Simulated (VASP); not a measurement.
**CsCaF$_{3}$ (space group Pm-3m): computed properties**

All values below come from r2SCAN meta-GGA, VASP's PBE PAW potentials (set 64) (plane waves; VASP 6.6.1).

```yaml
space_group: Pm-3m (221)
cell: a = 4.524 Å, b = 4.524 Å, c = 4.524 Å, α = 90.00°, β = 90.00°, γ = 90.00°
volume_per_atom: 18.52 Å³/atom
band gap (over mesh and band path): 7.99 eV
smallest direct gap (over mesh and band path): 8.01 eV
band_edge_character_without_spin_orbit_coupling: indirect, R to Γ
band_gap_with_spin_orbit_coupling: 7.95 eV
density: 4.12 g/cm³
mean ε∞ (independent particles): 2.32
```

```cif
data_CaCsF3
_chemical_formula_sum 'Cs1 Ca1 F3'
_space_group_name_H-M_alt 'P 1'
_space_group_IT_number 1
_cell_length_a 4.52450
_cell_length_b 4.52450
_cell_length_c 4.52450
_cell_angle_alpha 90.000
_cell_angle_beta 90.000
_cell_angle_gamma 90.000
loop_
_space_group_symop_operation_xyz
  'x, y, z'
loop_
_atom_site_label
_atom_site_type_symbol
_atom_site_fract_x
_atom_site_fract_y
_atom_site_fract_z
_atom_site_occupancy
Cs1 Cs 0.00000 0.00000 0.00000 1
Ca1 Ca 0.50000 0.50000 0.50000 1
F1 F 0.00000 0.50000 0.50000 1
F2 F 0.50000 0.00000 0.50000 1
F3 F 0.50000 0.50000 0.00000 1
```

Unless said otherwise, spin-orbit coupling is left out, though it shifts the bands of the heavy elements here.

The structure comes from a computed database's CsCaF3 entry (Pm-3m); how it stands against other phases isn't given here. It was relaxed first. Symmetry was kept, so distortions that lower it aren't found.
